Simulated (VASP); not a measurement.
```xyz
2
Lattice="0.0000 2.3308 2.3308 2.3308 0.0000 2.3308 2.3308 2.3308 0.0000" Properties=species:S:1:pos:R:3 pbc="T T T"
Ca     0.0000     0.0000     0.0000
O      2.3308     2.3308     2.3308
```

All values below come from LDA (Ceperley-Alder, Perdew-Zunger), VASP's LDA PAW potentials (set 64) (plane waves; VASP). Numerical set-up: 620 eV cut-off, 10×10×10 Γ-centred mesh, Gaussian smearing of 0.050 eV, potentials Ca_sv O.

### Question
Predict the energy per atom (σ→0), pressure, band gap (on the k-mesh) with the smallest direct gap where there is one.

### Answer

```json
{
  "band gap (on the k-mesh)": "3.39 eV",
  "smallest direct gap (on the k-mesh)": "3.74 eV",
  "energy per atom (σ→0)": "-7.104 eV/atom",
  "pressure": "4.98 GPa"
}
```

Total energies compare only between runs with the same potentials, cut-off and functional.

The compound is CaO in the rock salt structure. It was relaxed first under an external pressure of 5 GPa.
